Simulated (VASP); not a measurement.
A run of VASP 6.6.1 is set up as follows.

The input INCAR:

```
SYSTEM = CdBr
PREC = Accurate
ENCUT = 600
EDIFF = 1E-7
ISMEAR = 0
SIGMA = 0.05
LREAL = .False.
LASPH = .True.
NELM = 80
ALGO = Normal
ISIF = 3
LWAVE = .False.
LCHARG = .False.
METAGGA = RSCAN
LMIXTAU = .True.
IBRION = 2
NSW = 60
EDIFFG = -0.005
```

KPOINTS

```
Automatic mesh
0
Gamma
  8 8 6
  0 0 0
```

Contents of POSCAR:

```
CdBr
1.0
    3.3632311200      0.0000000000      0.0000000000
    0.0000000000      3.3632311200      0.0000000000
    0.0000000000      0.0000000000      4.8437139000
Cd Br
1 1
Direct
    0.0000000000      0.0000000000      0.0000000000
    0.5000000000      0.5000000000      0.5000000000
```

Potentials or basis: VASP PAW PBE potentials, release 64 (Cd, Br).

Launch:

```bash
$ cat potpaw_PBE.64/Cd/POTCAR potpaw_PBE.64/Br/POTCAR > POTCAR
$ mpirun -np 1 vasp_std > vasp.out
```

Predict the band gap on the k mesh.

none (metal or under the smearing width).

What does it give for the relaxed cell?

a = 3.695 Å, b = 3.695 Å, c = 3.772 Å, α = 90.00°, β = 90.00°, γ = 90.00°.

Estimate the relaxed volume.

25.74 Å³/atom.

Final structure:
```xyz
2
Lattice="3.6945 0.0000 0.0000 0.0000 3.6945 0.0000 0.0000 0.0000 3.7719" Properties=species:S:1:pos:R:3 pbc="T T T"
Cd    0.0000    0.0000    0.0000
Br    1.8473    1.8473    1.8859
```

Caveat: the PAW data sets were made with another functional, which shifts forces and pressure a little; an odd number of electrons without spin polarisation forces a metal; a magnetic or distorted state may lie lower.
